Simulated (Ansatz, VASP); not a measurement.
# Cross-check of W2N between VASP and Ansatz, part 2 of 2

One calculation is typed for both programs; each brings its own data sets. How far apart do they land? The cell is taken from a series of runs on this material, whose earlier steps may have relaxed, scaled, displaced or heated it; both programs get it as it stands.

VASP 6.6.1 and Ansatz 0.2.0.

So far: The structure; Ansatz: zone-centre phonons, PBE.

## Step 3: VASP: zone-centre phonons, PBE

Level of this step: PBE, no spin polarisation; plane waves and PAW (N, W) (VASP).

The same cell, functional, mesh and smearing now go to VASP, with its own data sets.

Lines of VASP's logs that name or quote its potential files are left out, and so is its time.

File INCAR:

```
SYSTEM = W2N
PREC = Accurate
ENCUT = 600
EDIFF = 1E-08
NELM = 120
ISMEAR = 1
SIGMA = 0.2
LREAL = .FALSE.
ALGO = Normal
GGA = PE
NBANDS = 14
LASPH = .TRUE.
LORBIT = 11
LWAVE = .FALSE.
LCHARG = .FALSE.
ISIF = 2
IBRION = 8
GGA_COMPAT = .FALSE.
NELMDL = -8
KPAR = 2
```

File POSCAR:

```
W2N
1.0
    2.6962834156      0.0000000000      0.0000000000
   -1.3481417078      2.3350499337      0.0000000000
    0.0000000000      0.0000000000     29.6237063742
N W
1 2
Direct
    0.0000000000      0.0000000000      0.3375674831
    0.3333333333      0.6666666667      0.3883806210
    0.6666666667      0.3333333333      0.2867543452
```

File KPOINTS:

```
Automatic mesh
0
Gamma
18 18 1
0 0 0
```

PAW data sets: N and W (PBE family, release 64).

Command:

```sh
$ mpirun -np 2 vasp_std
```

Numbers of over 12 decimals in the logs are rounded to 6 here.

Log:

```text
[banner, memory and clock lines left out]
running    2 mpi-ranks, on    1 nodes
 distrk:  each k-point on    1 cores,    2 groups
 distr:  one band on    1 cores,    1 groups

 POSCAR found type information on POSCAR N W
 POSCAR found :  2 types and       3 ions
 LDA part: xc-table for (Slater+PW92), standard interpolation
 POSCAR, INCAR and KPOINTS ok, starting setup
 FFT: planning ... GRIDC
 FFT: planning ... GRID_SOFT
 FFT: planning ... GRID
 WAVECAR not read
 entering main loop
       N       E                     dE             d eps       ncg     rms          rms(c)
DAV:   1     0.130353623396E+03    0.13035E+03   -0.60675E+03  1036   0.966E+02
DAV:   2    -0.177068516785E+02   -0.14806E+03   -0.14023E+03  1834   0.203E+02
DAV:   3    -0.342623480428E+02   -0.16555E+02   -0.16176E+02  1448   0.826E+01
DAV:   4    -0.347843171095E+02   -0.52197E+00   -0.51566E+00  1436   0.168E+01
DAV:   5    -0.348002847028E+02   -0.15968E-01   -0.15939E-01  1480   0.245E+00
DAV:   6    -0.348009282203E+02   -0.64352E-03   -0.64337E-03  1520   0.401E-01
DAV:   7    -0.348009450596E+02   -0.16839E-04   -0.16839E-04  1526   0.520E-02
DAV:   8    -0.348009453052E+02   -0.24568E-06   -0.24557E-06  1482   0.624E-03    0.345E+01
DAV:   9    -0.318812006470E+02    0.29197E+01   -0.13442E+01  1558   0.272E+01    0.142E+01
DAV:  10    -0.315399254699E+02    0.34128E+00   -0.26985E+00  1462   0.139E+01    0.825E+00
DAV:  11    -0.313931714231E+02    0.14675E+00   -0.65352E-01  1494   0.681E+00    0.118E+00
DAV:  12    -0.313862198659E+02    0.69516E-02   -0.43510E-02  1344   0.177E+00    0.629E-01
DAV:  13    -0.313853857010E+02    0.83416E-03   -0.38397E-03  1390   0.446E-01    0.964E-02
DAV:  14    -0.313852147034E+02    0.17100E-03   -0.36314E-04  1524   0.162E-01    0.484E-02
[...]
DAV:  21    -0.313853225196E+02   -0.11439E-04   -0.81894E-07  1210   0.227E-03    0.984E-04
DAV:  22    -0.313853281186E+02   -0.55991E-05   -0.14566E-07  1118   0.986E-04    0.366E-04
DAV:  23    -0.313853317439E+02   -0.36252E-05   -0.12562E-07  1110   0.110E-03    0.395E-04
DAV:  24    -0.313853329978E+02   -0.12539E-05   -0.30013E-08  1020   0.663E-04    0.275E-04
DAV:  25    -0.313853333421E+02   -0.34431E-06   -0.44972E-09   924   0.284E-04    0.133E-04
DAV:  26    -0.313853334491E+02   -0.10703E-06   -0.11211E-09   784   0.152E-04    0.579E-05
DAV:  27    -0.313853335106E+02   -0.61499E-07   -0.10106E-09   800   0.949E-05    0.338E-05
DAV:  28    -0.313853335195E+02   -0.88530E-08   -0.81570E-11   668   0.419E-05
   1 F= -.31385334E+02 E0= -.31385939E+02  d E =0.181707E-02
 Linear response reoptimize wavefunctions to high precision
DAV:   1    -0.313853335271E+02   -0.75790E-08   -0.41428E-11   824   0.296E-05
DAV:   2    -0.313853335270E+02    0.35470E-10    0.17982E-11   620   0.121E-05
 Linear response DOF=           4
 Linear response progress:
  Degree of freedom:   1/  4
       N       E                     dE             d eps       ncg     rms          rms(c)
RMM:   1    -0.225575944593E+00   -0.22558E+00    0.15924E-01  5630   0.315E+00
RMM:   2    -0.223591322638E+00    0.19846E-02   -0.92478E-03  4086   0.664E-01    0.233E-01
RMM:   3    -0.224802791905E+00   -0.12115E-02   -0.11273E-03  4158   0.192E-01    0.127E-01
RMM:   4    -0.226457322756E+00   -0.16545E-02   -0.47172E-04  3862   0.145E-01    0.258E-02
RMM:   5    -0.226448863476E+00    0.84593E-05   -0.33605E-05  4590   0.382E-02    0.425E-03
RMM:   6    -0.226388014203E+00    0.60849E-04   -0.20680E-06  4416   0.839E-03    0.879E-04
RMM:   7    -0.226378936803E+00    0.90774E-05   -0.95141E-08  4692   0.183E-03    0.341E-04
RMM:   8    -0.226378640350E+00    0.29645E-06    0.34800E-08  4726   0.474E-04    0.940E-05
RMM:   9    -0.226379059221E+00   -0.41887E-06    0.15378E-08  4792   0.149E-04    0.269E-05
RMM:  10    -0.226378952378E+00    0.10684E-06    0.10313E-07  4839   0.513E-05    0.951E-06
RMM:  11    -0.226378922604E+00    0.29774E-07   -0.77564E-08  4695   0.231E-05    0.392E-06
RMM:  12    -0.226378974896E+00   -0.52292E-07    0.21966E-08  4604   0.131E-05    0.701E-07
RMM:  13    -0.226378975548E+00   -0.65149E-09    0.20811E-08  4437   0.755E-06    0.380E-07
 first order change of Fermi-energy   0.28216E-02
 force on displaced ion       1 direction 1 :  -6.592   0.000   0.000
 Linear response progress:
  Degree of freedom:   2/  4
       N       E                     dE             d eps       ncg     rms          rms(c)
RMM:   1    -0.277954193490E+00   -0.27795E+00    0.28907E-01  2214   0.339E+00
RMM:   2    -0.277881035066E+00    0.73158E-04   -0.89312E-03  1687   0.759E-01    0.675E-01
RMM:   3    -0.278634733634E+00   -0.75370E-03   -0.23717E-03  1699   0.287E-01    0.424E-01
RMM:   4    -0.289691372923E+00   -0.11057E-01   -0.56592E-03  2016   0.335E-01    0.401E-01
RMM:   5    -0.280309336827E+00    0.93820E-02   -0.39711E-03  1931   0.289E-01    0.321E-02
RMM:   6    -0.280013170625E+00    0.29617E-03   -0.11734E-04  1676   0.661E-02    0.832E-03
RMM:   7    -0.279955718373E+00    0.57452E-04   -0.10972E-05  1871   0.160E-02    0.327E-03
RMM:   8    -0.279934007269E+00    0.21711E-04   -0.60362E-07  1844   0.355E-03    0.117E-03
RMM:   9    -0.279929892788E+00    0.41145E-05   -0.55643E-07  1864   0.125E-03    0.313E-04
RMM:  10    -0.279930921310E+00   -0.10285E-05   -0.49495E-07  1791   0.667E-04    0.224E-04
RMM:  11    -0.279930895568E+00    0.25742E-07   -0.56388E-08  1831   0.456E-04    0.111E-04
RMM:  12    -0.279930891118E+00    0.44502E-08   -0.66814E-08  1861   0.398E-04    0.627E-05
 first order change of Fermi-energy  -0.22901E-02
 force on displaced ion       1 direction 3 :  -0.000  -0.000 -15.541
 Linear response progress:
  Degree of freedom:   3/  4
       N       E                     dE             d eps       ncg     rms          rms(c)
RMM:   1    -0.109856176331E+00   -0.10986E+00   -0.97162E-02  7706   0.206E+00
RMM:   2    -0.107172007503E+00    0.26842E-02   -0.34951E-03  7048   0.405E-01    0.193E-01
RMM:   3    -0.106068183304E+00    0.11038E-02   -0.52494E-04  7417   0.130E-01    0.114E-01
RMM:   4    -0.105450851548E+00    0.61733E-03   -0.62111E-04  7383   0.153E-01    0.199E-02
RMM:   5    -0.105455042908E+00   -0.41914E-05   -0.23444E-05  8303   0.193E-02    0.230E-03
RMM:   6    -0.105454882080E+00    0.16083E-06   -0.15479E-06  8311   0.506E-03    0.303E-03
RMM:   7    -0.105454105878E+00    0.77620E-06   -0.26270E-07  8043   0.250E-03    0.739E-04
RMM:   8    -0.105452638021E+00    0.14679E-05   -0.35800E-09  8474   0.918E-04    0.183E-04
RMM:   9    -0.105452341419E+00    0.29660E-06   -0.85252E-08  8890   0.249E-04    0.600E-05
RMM:  10    -0.105452226752E+00    0.11467E-06    0.27214E-08  8422   0.977E-05    0.138E-05
RMM:  11    -0.105452231448E+00   -0.46960E-08    0.34063E-08  9098   0.310E-05    0.514E-06
 first order change of Fermi-energy   0.19607E-03
 force on displaced ion       2 direction 1 :  -4.462   0.001   0.000
 Linear response progress:
  Degree of freedom:   4/  4
       N       E                     dE             d eps       ncg     rms          rms(c)
RMM:   1    -0.166857968247E+00   -0.16686E+00   -0.89461E-02  1841   0.200E+00
RMM:   2    -0.163500495095E+00    0.33575E-02   -0.46786E-03  1598   0.489E-01    0.519E-01
RMM:   3    -0.163349352687E+00    0.15114E-03   -0.62033E-04  1799   0.150E-01    0.307E-01
RMM:   4    -0.164300327646E+00   -0.95097E-03   -0.80935E-04  1860   0.158E-01    0.139E-01
RMM:   5    -0.163494700613E+00    0.80563E-03   -0.46062E-04  1835   0.105E-01    0.393E-02
RMM:   6    -0.163440139865E+00    0.54561E-04   -0.33772E-05  1658   0.348E-02    0.993E-03
RMM:   7    -0.163412417824E+00    0.27722E-04   -0.60047E-06  1798   0.154E-02    0.274E-03
RMM:   8    -0.163409478864E+00    0.29390E-05   -0.40468E-07  1845   0.382E-03    0.704E-04
RMM:   9    -0.163408407999E+00    0.10709E-05   -0.75922E-08  1896   0.122E-03    0.309E-04
RMM:  10    -0.163407286361E+00    0.11216E-05    0.86463E-08  1772   0.478E-04    0.838E-05
RMM:  11    -0.163407429994E+00   -0.14363E-06    0.16422E-07  1877   0.170E-04    0.581E-05
RMM:  12    -0.163407782224E+00   -0.35223E-06   -0.13522E-07  1842   0.225E-04    0.280E-05
RMM:  13    -0.163408075945E+00   -0.29372E-06   -0.64117E-08  1883   0.130E-04    0.144E-05
RMM:  14    -0.163408141610E+00   -0.65666E-07   -0.21711E-08  1865   0.524E-05    0.847E-06
RMM:  15    -0.163408194803E+00   -0.53192E-07   -0.28432E-08  1863   0.522E-05    0.587E-06
RMM:  16    -0.163408221368E+00   -0.26565E-07    0.12142E-09  1852   0.458E-05    0.451E-06
RMM:  17    -0.163408226103E+00   -0.47350E-08   -0.10437E-08  1864   0.260E-05    0.195E-06
 first order change of Fermi-energy  -0.24929E+00
 force on displaced ion       2 direction 3 :  -0.000  -0.000 -13.530
 Linear response finished
```

OUTCAR, selected parts (step 3):

```text
ion  position               nearest neighbor table
   1  0.000  0.000  0.338-   2 2.17   3 2.17   2 2.17   3 2.17   3 2.17   2 2.17
   2  0.333  0.667  0.388-   1 2.17   1 2.17   1 2.17   3 3.39   3 3.39   3 3.39
   3  0.667  0.333  0.287-   1 2.17   1 2.17   1 2.17   2 3.39   2 3.39   2 3.39

  LATTYP: Found a hexagonal cell.
 ALAT       =     2.6962834156
 C/A-ratio  =    10.9868666635

 Subroutine GETGRP returns: Found 12 space group operations
 (whereof  6 operations were pure point group operations)

The static configuration has the point symmetry C_3v.
 The point group associated with its full space group is D_3d.

 Found     37 irreducible k-points:

   k-points           NKPTS =     37   k-points in BZ     NKDIM =     37   number of bands    NBANDS=     14

   dimension x,y,z NGX =    24 NGY =   24 NGZ =  240
   dimension x,y,z NGXF=    48 NGYF=   48 NGZF=  480

   ENCUT  =  600.0 eV  44.10 Ry    6.64 a.u.   5.39  5.39 59.17*2*pi/ulx,y,z

   NELECT =      17.0000    total number of electrons

 k-points in reciprocal lattice and weights: Automatic mesh
   0.00000000  0.00000000  0.00000000       0.003
   0.05555556  0.00000000  0.00000000       0.019
   0.11111111  0.00000000  0.00000000       0.019
   0.16666667  0.00000000  0.00000000       0.019
   0.22222222  0.00000000  0.00000000       0.019
   0.27777778  0.00000000  0.00000000       0.019
   0.33333333  0.00000000  0.00000000       0.019
   0.38888889  0.00000000  0.00000000       0.019
   0.44444444  0.00000000  0.00000000       0.019
[...]
0.33333333  0.27777778  0.00000000       0.037
   0.33333333  0.33333333  0.00000000       0.006

 average (electrostatic) potential at core
       1 -72.9872       2 -48.6553       3 -48.6553

  Total        4.5601640      4.5601640     -0.0126609      0.0000000     -0.0000000      0.0000000
  in kB       39.1732797     39.1732797     -0.1087613      0.0000000     -0.0000000      0.0000000
  external PRESSURE =      26.0792660 kB  Pullay stress =       0.0000000 kB

  energy-cutoff  :      600.00
  volume of cell :      186.51
      direct lattice vectors                 reciprocal lattice vectors
     2.696283416  0.000000000  0.000000000     0.370880893  0.214128183  0.000000000
    -1.348141708  2.335049934  0.000000000     0.000000000  0.428256366  0.000000000
     0.000000000  0.000000000 29.623706374     0.000000000  0.000000000  0.033756748

 POSITION                                       TOTAL-FORCE (eV/Angst)
 -----------------------------------------------------------------------------------
      0.00000      0.00000     10.00000        -0.000000     -0.000000     -0.000000
     -0.00000      1.55670     11.50527        -0.000000      0.000000      0.007240
      1.34814      0.77835      8.49473         0.000000     -0.000000     -0.007240
 -----------------------------------------------------------------------------------
    total drift:                               -0.000000      0.000000     -0.000007

 Eigenvectors and eigenvalues of the dynamical matrix
 ----------------------------------------------------

   1 f  =   16.780938 THz   105.437745 2PiTHz  559.751848 cm-1    69.400353 meV
             X         Y         Z           dx          dy          dz
      0.000000  0.000000 10.000000     0.000000    0.000000    0.981518
     -0.000000  1.556700 11.505273     0.000000   -0.000000   -0.135319
      1.348142  0.778350  8.494727    -0.000000   -0.000000   -0.135319

   2 f  =   10.929482 THz    68.671958 2PiTHz  364.568265 cm-1    45.200684 meV
             X         Y         Z           dx          dy          dz
      0.000000  0.000000 10.000000     0.981478   -0.000000   -0.000000
     -0.000000  1.556700 11.505273    -0.135463    0.000000   -0.000000
      1.348142  0.778350  8.494727    -0.135463    0.000000    0.000000

   3 f  =   10.929482 THz    68.671958 2PiTHz  364.568265 cm-1    45.200684 meV
             X         Y         Z           dx          dy          dz
      0.000000  0.000000 10.000000     0.000000    0.981478   -0.000000
     -0.000000  1.556700 11.505273    -0.000000   -0.135463    0.000000
      1.348142  0.778350  8.494727    -0.000000   -0.135463    0.000000

   4 f  =    5.065403 THz    31.826869 2PiTHz  168.963672 cm-1    20.948816 meV
             X         Y         Z           dx          dy          dz
      0.000000  0.000000 10.000000    -0.000000   -0.000000    0.000000
     -0.000000  1.556700 11.505273     0.000000    0.000000   -0.707107
      1.348142  0.778350  8.494727    -0.000000   -0.000000    0.707107

   5 f  =    2.734879 THz    17.183750 2PiTHz   91.225737 cm-1    11.310545 meV
             X         Y         Z           dx          dy          dz
      0.000000  0.000000 10.000000     0.000000   -0.000000   -0.000000
     -0.000000  1.556700 11.505273     0.707107   -0.000043   -0.000000
      1.348142  0.778350  8.494727    -0.707107    0.000043   -0.000000

   6 f  =    2.734879 THz    17.183750 2PiTHz   91.225737 cm-1    11.310545 meV
             X         Y         Z           dx          dy          dz
      0.000000  0.000000 10.000000    -0.000000   -0.000000   -0.000000
     -0.000000  1.556700 11.505273     0.000043    0.707107    0.000000
      1.348142  0.778350  8.494727    -0.000043   -0.707107   -0.000000

   7 f/i=    0.000578 THz     0.003630 2PiTHz    0.019273 cm-1     0.002390 meV
             X         Y         Z           dx          dy          dz
      0.000000  0.000000 10.000000     0.027593    0.189576    0.000000
     -0.000000  1.556700 11.505273     0.099960    0.686774    0.000000
      1.348142  0.778350  8.494727     0.099960    0.686774    0.000000

   8 f/i=    0.000578 THz     0.003630 2PiTHz    0.019273 cm-1     0.002390 meV
             X         Y         Z           dx          dy          dz
      0.000000  0.000000 10.000000     0.189576   -0.027593    0.000000
     -0.000000  1.556700 11.505273     0.686774   -0.099960    0.000000
      1.348142  0.778350  8.494727     0.686774   -0.099960    0.000000

   9 f/i=    0.002594 THz     0.016301 2PiTHz    0.086538 cm-1     0.010729 meV
             X         Y         Z           dx          dy          dz
      0.000000  0.000000 10.000000    -0.000000   -0.000000    0.191370
     -0.000000  1.556700 11.505273    -0.000000   -0.000000    0.694038
      1.348142  0.778350  8.494727    -0.000000   -0.000000    0.694038

 ELASTIC MODULI CONTR FROM IONIC RELAXATION (kBar)
 Direction    XX          YY          ZZ          XY          YZ          ZX
 --------------------------------------------------------------------------------
 XX        -169.5975   -151.3341   -347.4702      0.0000     30.3254     -0.0000
 YY        -151.3341   -169.5975   -347.4702      0.0000    -30.3254     -0.0000
 ZZ        -347.4702   -347.4702   -752.4063      0.0000      0.0000     -0.0000
 XY           0.0000      0.0000      0.0000     -9.1317      0.0000     35.8230
 YZ          30.3254    -30.3254      0.0000      0.0000   -100.7074     -0.0000
 ZX          -0.0000     -0.0000     -0.0000     35.8230     -0.0000   -140.5312
 --------------------------------------------------------------------------------
```

This run has no spin polarisation, so a moment on W, if there is one, isn't seen. Its electron count is odd, so without a moment it is a metal by construction. Energies printed during the response cycles are not total energies of the cell. The data set W keeps the semicore shell frozen, which is cheaper and a little less accurate.

## Step 4: Differences

Known differences besides the potentials themselves: Ansatz cuts the interaction across the vacuum, VASP repeats the sheet without a dipole correction; the data sets hold 33 valence electrons in Ansatz (on its PAW soft_1 files) and 17 in VASP; the cutoff is 420 eV in Ansatz and 600 eV in VASP. Total energies have different zeros and are not compared.

Both answers:

```
                  quantity  Ansatz   VASP  difference
optical mode 1 to 2 (cm⁻¹)    89.2   91.2     -2.20 %
     optical mode 3 (cm⁻¹)   166.5  169.0     -1.46 %
optical mode 4 to 5 (cm⁻¹)   351.7  364.6     -3.53 %
     optical mode 6 (cm⁻¹)   541.5  559.8     -3.26 %
```

Modes are paired by rising frequency, not by their patterns, so a pair may set unlike modes beside each other; they are those without the splitting of longitudinal modes. Where the cell holds vacuum, a pressure given here is an average over it and none of the material.

## Step 5: Outcome

| Property | Result |
| --- | --- |
| r.m.s. difference of the optical zone-centre modes, each program's sorted by frequency (zone-centre phonons, PBE) | 11 cm⁻¹ |
| difference in optical mode 4 to 5 (zone-centre phonons, PBE) | -3.5 % |

**Reading.** The r.m.s. difference of the optical zone-centre modes, each program's sorted by frequency is 11 cm⁻¹ (zone-centre phonons, PBE). The data sets hold unlike numbers of valence electrons (33 in Ansatz and 17 in VASP), so part of the differences may come from the potentials. Among the rows given in per cent, the largest difference of the zone-centre phonons, PBE pair is in optical mode 4 to 5, -3.5 %. How closely two codes agree says nothing of how well the functional describes the real material.

[Lines on the potential files, build, host, timing and source positions are cut from VASP's logs without a mark.]

[Logs are printed without paths, hosts, clocks, repeated set-up lines and the standing remarks that a program may print on its own settings, such as how far it seeks lower states.]

[Hosts, paths, dates, database ids (printed as entryN), source tags and the programs' standing remarks are cut or masked in the printed files.]
